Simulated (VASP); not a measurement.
**WSe2: stress against strain**

WSe2 (2H layered, P6_3/mmc, 20.432 Å³/atom and stress up to 0.10 GPa in the relaxed cell, c along z) under a strain ε along c (axis z), the other axes held. PBEsol in VASP (plane waves, PAW), 480 eV, 12×12×4 Γ-centred mesh, Gaussian smearing 0.05 eV; ions are relaxed, or left where forces stay under 0.02 eV/Å, within the symmetry of each cell. Stress is positive for a compressed cell.

Here s stands for strain and y for stress zz.

| strain (%) | stress zz (GPa) |
|---|---|
| -3.00 | ? |
| -1.50 | 0.55 |
| -1.00 | 0.35 |
| -0.50 | 0.18 |
| 0.00 | 0.03 |
| 0.50 | -0.11 |
| 1.00 | -0.22 |
| 1.50 | -0.32 |

Taking a straight line for y over the 7 complete rows: Means: s 0, y 0.066. About the means, the sum of products is -2.0200 and the sum of squares of s is 7.0000; the slope is their ratio. Least squares gives y = 0.066 - 0.2886·s. Residuals (row less fit): 0.051, -0.005, -0.030, -0.036, -0.032, 0.003, 0.047; standard error 0.040 (degrees of freedom: 5). The slope gives the elastic constant C33 = 29 ± 2 GPa (± standard error of the fit, which holds the terms cut off).

Q: Estimate the missing y (s = -3.00); what did the run itself give?

A: y = 0.066 - 0.2886 × (-3.0) = 0.932 GPa. The calculation gives 1.29 GPa, 0.358 GPa above the prediction (22.2 % of the range of y in the table). The row lies outside the fitted rows, so this is an extrapolation. From the scatter of the fitted rows alone, a prediction at this place has a standard error of 0.063 GPa, so the miss is 5.7 times that.

A polynomial of degree 2 through the 12 other runs of the series gives 1.25 there, so most of the miss is curvature that the fit leaves out. Spin-orbit coupling is left out, which can shift these values for the heavy elements here. For WSe2: without a dispersion term in the relaxation, distances and binding between the weakly bound layers, chains or molecules are unreliable, and so is what depends on them. Rows are the converged runs of the series near zero and its far end, less any whose ions stayed unrelaxed beside relaxed ones; series whose fitted rows scatter by over a few per cent of the range, as at a crossing or softening among them, aren't shown in this form. Most that stay on the fit to the last digits aren't either.
